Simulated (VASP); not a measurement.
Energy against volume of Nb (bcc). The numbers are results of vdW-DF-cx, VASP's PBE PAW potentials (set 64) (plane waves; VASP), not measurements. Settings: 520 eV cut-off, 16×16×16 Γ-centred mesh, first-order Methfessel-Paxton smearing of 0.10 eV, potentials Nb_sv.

```
V (Å³/atom)  E (eV/atom)
-----------  -----------
17.045          -7.80075
17.572          -7.80929
18.099          -7.79982
18.627          -7.77508
```

Fit these four points and predict the energy of the run at 16.518 Å³/atom.

A cubic in V^(−2/3), the third-order Birch-Murnaghan form, passes through the four points with V0 = 17.54 Å³/atom and B0 = 183 GPa, and gives -7.7709 eV/atom there. The run gave -7.7706 eV/atom, +0.2 meV/atom from the fit; all five points give B0 = 184 GPa.

The compound is Nb in the bcc structure. It was relaxed first.
